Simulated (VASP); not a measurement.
These are PBE GGA with spin-orbit coupling, VASP's PBE PAW potentials (set 64) (plane waves; VASP 6.6.1) values and carry that method's errors.

Input for VASP

INCAR:
```
SYSTEM = ZrO2
PREC = Accurate; ENCUT = 520; LREAL = .FALSE.
LASPH = .TRUE.
EDIFF = 1E-6; NELM = 100; ALGO = Normal
LMAXMIX = 4
ISMEAR = 0; SIGMA = 0.05
GGA = PE; GGA_COMPAT = .FALSE.
MAGMOM = 0 0 0 0 0 0 0 0 0
LSORBIT = .TRUE.
LWAVE = .FALSE.; LCHARG = .FALSE.
```

**KPOINTS**
```
Regular mesh
0
gamma
7 7 7
```

KPOINTS_OPT:
```
k-points along high-symmetry lines
8
Line-mode
Reciprocal
  0.000000   0.000000   0.000000 ! GAMMA
  0.500000   0.000000   0.500000 ! X

  0.500000   0.000000   0.500000 ! X
  0.625000   0.250000   0.625000 ! U

  0.375000   0.375000   0.750000 ! K
  0.000000   0.000000   0.000000 ! GAMMA

  0.000000   0.000000   0.000000 ! GAMMA
  0.500000   0.500000   0.500000 ! L

  0.500000   0.500000   0.500000 ! L
  0.500000   0.250000   0.750000 ! W

  0.500000   0.250000   0.750000 ! W
  0.500000   0.000000   0.500000 ! X
```

### POSCAR
```
ZrO2
1
    0.0000000000     2.5591991727     2.5591991727
    2.5591991727     0.0000000000     2.5591991727
    2.5591991727     2.5591991727     0.0000000000
Zr O
1 2
Direct
  0.0000000000   0.0000000000   0.0000000000
  0.2500000000   0.2500000000   0.2500000000
  0.7500000000   0.7500000000   0.7500000000
```

POTCAR, in this order: Zr_sv O (PBE.64 set). Program: vasp_ncl.

Task: Estimate the energy per atom (σ→0), band gap (over mesh and band path).

Result: 
The energy per atom (σ→0) is -9.545 eV/atom. The band gap (over mesh and band path) comes out as 3.30 eV.

**OSZICAR**
```
...
DAV:  11    -0.286349021999E+02   -0.49729E-03   -0.12843E-03  1776   0.394E-01    0.974E-02
DAV:  12    -0.286349408929E+02   -0.38693E-04   -0.53766E-04  1584   0.247E-01    0.124E-01
DAV:  13    -0.286349009866E+02    0.39906E-04   -0.15943E-04  1592   0.133E-01    0.476E-03
DAV:  14    -0.286349019092E+02   -0.92255E-06   -0.50587E-06  1616   0.183E-02
   1 F= -.28634902E+02 E0= -.28634902E+02  d E =-.929457E-24  mag=    -0.0000    -0.0000    -0.0000
       N       E                     dE             ncg
       N       E                     dE             ncg
       N       E                     dE             ncg
```

The compound is ZrO2 in the fluorite structure, the high-temperature cubic form, which is unstable at 0 K; the monoclinic form is the stable one. It was relaxed first.
